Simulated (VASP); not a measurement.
Input:

```xyz
6
Lattice="2.2101 -3.4383 0.0000 2.2101 3.4383 0.0000 0.0000 0.0000 12.6797" Properties=species:S:1:pos:R:3 pbc="T T T"
Hg     2.2101    -0.9792    10.5593
Hg     2.2101     0.9792     4.2194
Br     2.2101    -0.9210     5.8473
Br     2.2101     0.9210    12.1872
Br     2.2101    -2.9035     8.9529
Br     2.2101     2.9035     2.6130
```

The numbers are results of PBEsol GGA, VASP's PBE PAW potentials (set 64) (plane waves; VASP), not measurements. Settings: 400 eV cut-off, 7×7×2 Γ-centred mesh, tetrahedra with Blöchl corrections, potentials Hg Br.

Unless said otherwise, spin-orbit coupling is left out, though it shifts the bands of the heavy elements here.

Predict the energy per atom (σ→0), band gap (on the k-mesh) with the smallest direct gap where there is one.

| Quantity | Value |
|---|---|
| band gap (on the k-mesh) | 2.11 eV |
| smallest direct gap (on the k-mesh) | 2.15 eV |
| energy per atom (σ→0) | -1.859 eV/atom |

The absolute energy has meaning only against runs of the same code, potentials and settings.

The compound is HgBr2 in the sg36 structure. It was relaxed first.
